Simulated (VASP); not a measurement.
# GaPPt5: structure and properties in VASP, part 2 of 5

What structure does GaPPt5 take at this level, and what are its properties? The start is a computed cell from the Materials Project.

VASP 6.6.1; PBEsol with D3(BJ); plane waves and PAW (Ga_d, P, Pt).

Still holding for the runs below: The k-mesh is coarse for a metal.

So far. Step 2 (Relaxing cell and atoms (PBEsol + D3(BJ))): It ends with a largest force of 0.005 eV/Å and a pressure of -0.03 GPa. The relaxed cell has a = 3.861, c = 6.792 Å (conventional setting).

## (3) Second relaxation

A relaxation keeps the plane waves of the cell it began with, so it is repeated from the new cell, on a basis made for it.

INCAR reads:

```
SYSTEM = GaPPt5
PREC = Accurate
ENCUT = 400
EDIFF = 1E-06
NELM = 100
ISMEAR = 0
SIGMA = 0.05
LREAL = .FALSE.
ALGO = Normal
GGA = PS
IVDW = 12
NBANDS = 42
LASPH = .TRUE.
LORBIT = 11
LWAVE = .FALSE.
LCHARG = .FALSE.
KPAR = 4
IBRION = 2
NSW = 60
ISIF = 3
EDIFFG = -0.01
```

POSCAR reads:

```
GaPPt5
1.0
    3.8607533356      0.0000000000      0.0000000000
    0.0000000000      3.8607533356      0.0000000000
    0.0000000000      0.0000000000      6.7919045108
Ga P Pt
1 1 5
Direct
    0.5000000000      0.5000000000      0.0000000000
    0.0000000000      0.0000000000      0.5000000000
    0.0000000000      0.5000000000      0.2901925662
    0.0000000000      0.5000000000      0.7098074338
    0.5000000000      0.0000000000      0.2901925662
    0.5000000000      0.0000000000      0.7098074338
    0.0000000000      0.0000000000      0.0000000000
```

KPOINTS reads:

```
Automatic mesh
0
Gamma
6 6 4
0 0 0
```

Potentials, in the order of the species: Ga_d, P and Pt (PBE family, release 64).

The run is started by

```sh
> mpirun -np 4 vasp_std
```

What it wrote:

```text
[banner, memory and clock lines left out]
running    4 mpi-ranks, on    1 nodes
 distrk:  each k-point on    1 cores,    4 groups
 distr:  one band on    1 cores,    1 groups

 POSCAR found type information on POSCAR GaP Pt
 POSCAR found :  3 types and       7 ions
 [... a notice as in an earlier step ...]

 LDA part: xc-table for (Slater+PW92), standard interpolation
 POSCAR, INCAR and KPOINTS ok, starting setup
 FFT: planning ... GRIDC
 FFT: planning ... GRID_SOFT
 FFT: planning ... GRID
 WAVECAR not read
 entering main loop
       N       E                     dE             d eps       ncg     rms          rms(c)
DAV:   1     0.539939924572E+03    0.53994E+03   -0.26754E+04  2782   0.174E+03
DAV:   2     0.142588993337E+02   -0.52568E+03   -0.49893E+03  2814   0.470E+02
DAV:   3    -0.469680797552E+02   -0.61227E+02   -0.58596E+02  2868   0.124E+02
DAV:   4    -0.495923956951E+02   -0.26243E+01   -0.25876E+01  2912   0.278E+01
DAV:   5    -0.496661727428E+02   -0.73777E-01   -0.73618E-01  3286   0.440E+00    0.319E+01
DAV:   6    -0.475243940639E+02    0.21418E+01   -0.71126E+00  2784   0.151E+01    0.158E+01
DAV:   7    -0.473716759702E+02    0.15272E+00   -0.10501E+00  3160   0.880E+00    0.626E+00
DAV:   8    -0.472849408447E+02    0.86735E-01   -0.64545E-01  2710   0.655E+00    0.254E+00
DAV:   9    -0.472582236101E+02    0.26717E-01   -0.99622E-02  2780   0.238E+00    0.419E-01
DAV:  10    -0.472577142127E+02    0.50940E-03   -0.72255E-03  3496   0.590E-01    0.218E-01
DAV:  11    -0.472576995824E+02    0.14630E-04   -0.96159E-04  2824   0.197E-01    0.642E-02
DAV:  12    -0.472576782273E+02    0.21355E-04   -0.12918E-04  2962   0.963E-02    0.237E-02
DAV:  13    -0.472576779043E+02    0.32293E-06   -0.97353E-06  3232   0.243E-02
   1 F= -.51855003E+02 E0= -.51854123E+02  d E =-.518550E+02
 curvature:   0.00 expect dE= 0.000E+00 dE for cont linesearch  0.000E+00
 trial: gam= 0.00000 g(F)=  0.303E-05 g(S)=  0.415E-04 ort = 0.000E+00 (trialstep = 0.100E+01)
 search vector abs. value=  0.445E-04
 reached required accuracy - stopping structural energy minimisation
```

It took 17 s on 4 MPI ranks of Intel Xeon 6975P-C (Granite Rapids), shared host; peak memory 0.97 GiB; 64 s of CPU time.

From OUTCAR (step 3):

```text
  LATTYP: Found a simple tetragonal cell.
 ALAT       =     3.8607533356
 C/A-ratio  =     1.7592174170

The static configuration has the point symmetry D_4h.

 Found     30 irreducible k-points:

   ENCUT  =  400.0 eV  29.40 Ry    5.42 a.u.   6.30  6.30 11.08*2*pi/ulx,y,z

   NELECT =      68.0000    total number of electrons

 E-fermi :  11.4387

 k-point     1 :       0.0000    0.0000    0.0000
  band No.  band energies     occupation
    ...
     30       9.8481      2.00000
     31      10.0111      2.00000
     32      10.1906      2.00000
     33      10.1906      2.00000
     34      11.4537      0.66970
     35      11.5006      0.07984
     36      12.9794      0.00000
     37      13.0884      0.00000
     38      15.6052      0.00000
     39      15.6052      0.00000
    ...

 k-point     2 :       0.1667    0.0000    0.0000
  band No.  band energies     occupation
    ...
     30       9.5452      2.00000
     31       9.6774      2.00000
     32       9.7896      2.00000
     33      10.1162      2.00000
     34      10.9551      2.00000
     35      12.0786      0.00000
     36      12.7348      0.00000
     37      13.8359      0.00000
     38      14.5235      0.00000
     39      14.9140      0.00000
    ...

 Edisp (eV)   -4.59732

  Total      -0.05277    -0.05277    -0.02109     0.00000    -0.00000     0.00000
  in kB      -0.83517    -0.83517    -0.33377     0.00000    -0.00000     0.00000
  external pressure =       -0.67 kB  Pullay stress =        0.00 kB

  energy-cutoff  :      400.00
  volume of cell :      101.24
      direct lattice vectors                 reciprocal lattice vectors
     3.860753336  0.000000000  0.000000000     0.259016807  0.000000000  0.000000000
     0.000000000  3.860753336  0.000000000     0.000000000  0.259016807  0.000000000
     0.000000000  0.000000000  6.791904511     0.000000000  0.000000000  0.147234108

 POSITION                                       TOTAL-FORCE (eV/Angst)
 -----------------------------------------------------------------------------------
      1.93038      1.93038      0.00000         0.000000      0.000000      0.000000
      0.00000      0.00000      3.39595         0.000000      0.000000      0.000000
      0.00000      1.93038      1.97096        -0.000000      0.000000      0.003965
      0.00000      1.93038      4.82094         0.000000      0.000000     -0.003965
      1.93038      0.00000      1.97096         0.000000     -0.000000      0.003965
      1.93038      0.00000      4.82094         0.000000     -0.000000     -0.003965
      0.00000      0.00000      0.00000         0.000000      0.000000      0.000000
 -----------------------------------------------------------------------------------
    total drift:                                0.000000      0.000000      0.000000

  FREE ENERGIE OF THE ION-ELECTRON SYSTEM (eV)
  ---------------------------------------------------
  free  energy   TOTEN  =       -51.8550026463 eV

  energy  without entropy=      -51.8532433286  energy(sigma->0) =      -51.85412299

 total charge
# of ion       s       p       d       tot
------------------------------------------
    1        0.797   0.706  10.068  11.571
    2        0.962   1.400   0.000   2.363
    3        0.649   0.686   8.202   9.537
    4        0.649   0.686   8.202   9.537
    5        0.649   0.686   8.202   9.537
    6        0.649   0.686   8.202   9.537
    7        0.630   0.609   8.212   9.451
--------------------------------------------------
tot          4.986   5.458  51.089  61.533

[... 5 parts as in an earlier step ...]

[... 6 further parts left out ...]
```

CONTCAR:

```
GaPPt5
   1.00000000000000
     3.8607533356000001    0.0000000000000000    0.0000000000000000
     0.0000000000000000    3.8607533356000001    0.0000000000000000
     0.0000000000000000    0.0000000000000000    6.7919045108000002
  Ga              P               Pt
     1     1     5
Direct
     0.5000000000000000    0.5000000000000000    0.0000000000000000
     0.0000000000000000    0.0000000000000000    0.5000000000000000
     0.0000000000000000    0.5000000000000000    0.2901925661999982
     0.0000000000000000    0.5000000000000000    0.7098074338000018
     0.5000000000000000    0.0000000000000000    0.2901925661999982
     0.5000000000000000    0.0000000000000000    0.7098074338000018
     0.0000000000000000    0.0000000000000000    0.0000000000000000
```

Little changed from the start: no atom moved by 0.005 Å and no cell edge by 0.1 %.

Numbers from this step:

```
free energy (TOTEN)             : -51.8550 eV
energy at zero smearing         : -51.8541 eV
pressure                        : -0.06680 GPa
SCF cycles over all ionic steps : 13
```

It ends with a largest force of 0.004 eV/Å and a pressure of -0.07 GPa. The volume moved by under 0.01 %: the run met its threshold at the first step.

## (4) Single point with fields (PBEsol + D3(BJ))

The relaxed cell gets a fresh self-consistent run, on a basis set for its own volume, to fix the density and to check the remaining stress.

INCAR: that of step 3 with these lines changed.

```diff
@@ -15,7 +15,5 @@
 LWAVE = .FALSE.
-LCHARG = .FALSE.
-KPAR = 4
-IBRION = 2
-NSW = 60
-ISIF = 3
-EDIFFG = -0.01
+LCHARG = .TRUE.
+ISIF = 2
+LELF = .TRUE.
+LVHAR = .TRUE.
```

POSCAR is that of step 3.

KPOINTS is that of step 3.

The run is started by

```sh
> mpirun -np 4 vasp_std
```

What it wrote:

```text
[banner, memory and clock lines left out]
running    4 mpi-ranks, on    1 nodes
 distrk:  each k-point on    4 cores,    1 groups
 distr:  one band on    1 cores,    4 groups

 POSCAR found type information on POSCAR GaP Pt
 POSCAR found :  3 types and       7 ions
 [... a notice as in an earlier step ...]

 LDA part: xc-table for (Slater+PW92), standard interpolation
|                                                                             |
|           W    W    AA    RRRRR   N    N  II  N    N   GGGG   !!!           |
|           W    W   A  A   R    R  NN   N  II  NN   N  G    G  !!!           |
|           W    W  A    A  R    R  N N  N  II  N N  N  G       !!!           |
|           W WW W  AAAAAA  RRRRR   N  N N  II  N  N N  G  GGG   !            |
|           WW  WW  A    A  R   R   N   NN  II  N   NN  G    G                |
|           W    W  A    A  R    R  N    N  II  N    N   GGGG   !!!           |
|                                                                             |
|     The number of bands has been changed from the values supplied in        |
|     The orbitals not found in the WAVECAR file will be initialized with     |
|     random numbers, which is usually adequate. For correlated               |
|     calculations, however, you should redo the groundstate calculation.     |
|     I found NBANDS = 42. Now, NBANDS = 44.                                  |
|                                                                             |

 POSCAR, INCAR and KPOINTS ok, starting setup
 FFT: planning ... GRIDC
 FFT: planning ... GRID_SOFT
 FFT: planning ... GRID
 WAVECAR not read
 entering main loop
       N       E                     dE             d eps       ncg     rms          rms(c)
DAV:   1     0.532709524945E+03    0.53271E+03   -0.26680E+04  2948   0.167E+03
DAV:   2     0.119050858220E+02   -0.52080E+03   -0.48963E+03  2948   0.470E+02
DAV:   3    -0.472902229036E+02   -0.59195E+02   -0.56473E+02  2936   0.118E+02
DAV:   4    -0.496025737504E+02   -0.23124E+01   -0.22894E+01  3084   0.259E+01
DAV:   5    -0.496655257931E+02   -0.62952E-01   -0.62846E-01  3180   0.405E+00    0.319E+01
DAV:   6    -0.475264760306E+02    0.21390E+01   -0.64284E+00  2944   0.144E+01    0.159E+01
DAV:   7    -0.473718697348E+02    0.15461E+00   -0.96209E-01  3248   0.849E+00    0.625E+00
DAV:   8    -0.472855545189E+02    0.86315E-01   -0.58114E-01  2904   0.627E+00    0.253E+00
DAV:   9    -0.472582370555E+02    0.27317E-01   -0.92536E-02  2916   0.228E+00    0.428E-01
DAV:  10    -0.472577016427E+02    0.53541E-03   -0.63804E-03  3684   0.553E-01    0.217E-01
DAV:  11    -0.472576964511E+02    0.51916E-05   -0.76972E-04  2932   0.163E-01    0.586E-02
DAV:  12    -0.472576780056E+02    0.18446E-04   -0.95597E-05  3092   0.801E-02    0.227E-02
DAV:  13    -0.472576778598E+02    0.14581E-06   -0.81625E-06  3452   0.211E-02
   1 F= -.51855003E+02 E0= -.51854123E+02  d E =-.175939E-02
```

The job ended after 16 s (4 MPI ranks; peak memory 0.64 GiB; 60 s of CPU time).

From OUTCAR (step 4):

```text
The static configuration has the point symmetry D_4h.

 Found     30 irreducible k-points:

   k-points           NKPTS =     30   k-points in BZ     NKDIM =     30   number of bands    NBANDS=     44

   NELECT =      68.0000    total number of electrons

 E-fermi :  11.4387

 k-point     1 :       0.0000    0.0000    0.0000
  band No.  band energies     occupation
    ...
     30       9.8481      2.00000
     31      10.0111      2.00000
     32      10.1906      2.00000
     33      10.1906      2.00000
     34      11.4538      0.66953
     35      11.5006      0.07980
     36      12.9794      0.00000
     37      13.0884      0.00000
     38      15.6052      0.00000
     39      15.6052      0.00000
    ...

 k-point     3 :       0.3333    0.0000    0.0000
  band No.  band energies     occupation
    ...
     30       9.0526      2.00000
     31       9.3141      2.00000
     32       9.6246      2.00000
     33       9.8655      2.00000
     34      10.4989      2.00000
     35      11.9512      0.00000
     36      12.4514      0.00000
     37      13.0281      0.00000
     38      14.4904      0.00000
     39      15.3124      0.00000
    ...

 Edisp (eV)   -4.59732

  Total      -0.05217    -0.05217    -0.02085     0.00000    -0.00000     0.00000
  in kB      -0.82572    -0.82572    -0.33002     0.00000    -0.00000     0.00000
  external pressure =       -0.66 kB  Pullay stress =        0.00 kB

 POSITION                                       TOTAL-FORCE (eV/Angst)
 -----------------------------------------------------------------------------------
      1.93038      1.93038      0.00000        -0.000000      0.000000     -0.000000
      0.00000      0.00000      3.39595        -0.000000      0.000000     -0.000000
      0.00000      1.93038      1.97096         0.000000     -0.000000      0.003955
      0.00000      1.93038      4.82094        -0.000000     -0.000000     -0.003955
      1.93038      0.00000      1.97096         0.000000      0.000000      0.003955
      1.93038      0.00000      4.82094        -0.000000      0.000000     -0.003955
      0.00000      0.00000      0.00000        -0.000000      0.000000     -0.000000
 -----------------------------------------------------------------------------------
    total drift:                                0.000000      0.000000      0.000000

  FREE ENERGIE OF THE ION-ELECTRON SYSTEM (eV)
  ---------------------------------------------------
  free  energy   TOTEN  =       -51.8550026017 eV

  energy  without entropy=      -51.8532432129  energy(sigma->0) =      -51.85412291

[... 10 parts as in an earlier step ...]

[... 3 further parts left out ...]
```

This step gave:

```
SCF cycles : 13
bands      : 44
pressure   : -0.06605 GPa
```

Valence electrons inside each PAW sphere by angular momentum. Sphere charges, by row:

```tsv
atom	s (e)	p (e)	d (e)	tot (e)
Ga1	0.797	0.706	10.07	11.57
P2	0.962	1.4	0	2.363
Pt3	0.649	0.686	8.202	9.537
Pt4	0.649	0.686	8.202	9.537
Pt5	0.649	0.686	8.202	9.537
Pt6	0.649	0.686	8.202	9.537
Pt7	0.63	0.609	8.212	9.451
```

Valence density in the ac plane at fractional y = 0.000, with atoms of P and Pt within 0.2 Å of it. It is the smooth field of the valence electrons, not physical close to the nuclei.

Ten even steps from '0' (-0.2 e/Å³) to '9' (3.6 e/Å³), each cell a mean:
```
87531110112367
65321111111245
33211111111123
21111223221111
11112355432111
11113578742111
11124689853111
11123578753211
11123456532211
22222233322222
11221111111221
01221111111220
01221111111221
22222223222222
22222355432222
11123578643211
11124689853111
11123678753111
11112456532111
11111233321111
32211112111123
54321111111235
87421111111357
98531100112468
```
Columns run along a (3.9 Å), rows up along c (6.8 Å). Atoms in or near the plane, at fractional coordinates: P at (0.00, 0.50), Pt at (0.50, 0.29), Pt at (0.50, 0.71), Pt at (0.00, 0.00).

ELF in the ac plane at fractional y = 0.000, with atoms of P and Pt within 0.2 Å of it. It is the smooth field of the valence electrons, not physical close to the nuclei.

Ten even steps from '_' (0.00) to '@' (0.72), each cell a mean:
```
____::====--::::::--====..__
....--====----::----====::..
============================
============================
::------==--....::--==------
::::::==--..______::==--::::
::::--==--________..====--::
======++==..______::++++====
######**++::..__..--++**####
##%%@@%%**==------++**%%@@%%
==**@@@@**========++##@@@@**
::==%%@@##==------++%%@@##--
--**@@@@**========++##@@%%++
**%%@@%%**========++**@@@@%%
##%%%%**++--::..::==**##%%%%
++++++++==..______::++++++++
::----====________..====----
..::::==--..______..==--::::
::::----==::..__..--==----::
==----======------======--==
============================
::::--====----------====--::
____::====--::::::--====..__
____..====::::..::--==--____
```
Columns run along a (3.9 Å), rows up along c (6.8 Å). Atoms in or near the plane, at fractional coordinates: P at (0.00, 0.50), Pt at (0.50, 0.29), Pt at (0.50, 0.71), Pt at (0.00, 0.00).

Electrostatic potential energy in the ac plane at fractional y = 0.000, with atoms of P and Pt within 0.2 Å of it. With pseudopotentials it is smooth inside the atoms' cores, unlike the true potential.

Ten even steps from '0' (-76 eV) to '9' (2 eV), each cell a mean:
```
01369999998521
23589999999742
56799999999876
89999766789998
99997533468999
99986211136999
99985200136899
99985210136999
78887422357988
34788765678864
00489988999720
00379999999610
00389999999720
13688876788852
67887533468887
99986311146999
99985200136899
99985210136999
99997422257999
99998765679999
67899988899987
34689999999753
11479999998631
01369999998520
```
Columns run along a (3.9 Å; values clipped at the 3rd and 97th percentile), rows up along c (6.8 Å). Atoms in or near the plane, at fractional coordinates: P at (0.00, 0.50), Pt at (0.50, 0.29), Pt at (0.50, 0.71), Pt at (0.00, 0.00).

In this run the pressure is -0.07 GPa, small enough to go on.

(Continued in part 3 of 5.)

[Lines on the potential files, build, host, timing and source positions are cut from VASP's logs without a mark.]

[Logs are printed without paths, hosts, clocks, repeated set-up lines and the standing remarks that a program may print on its own settings, such as how far it seeks lower states.]

[Hosts, paths, dates, database ids (printed as entryN), source tags and the programs' standing remarks are cut or masked in the printed files.]

[A measured line is paired with the nearest computed mode of its activity, which favours agreement.]

[In band tables of VASP the shares of atoms and orbitals are scaled to a sum of 1 inside the atoms' spheres.]
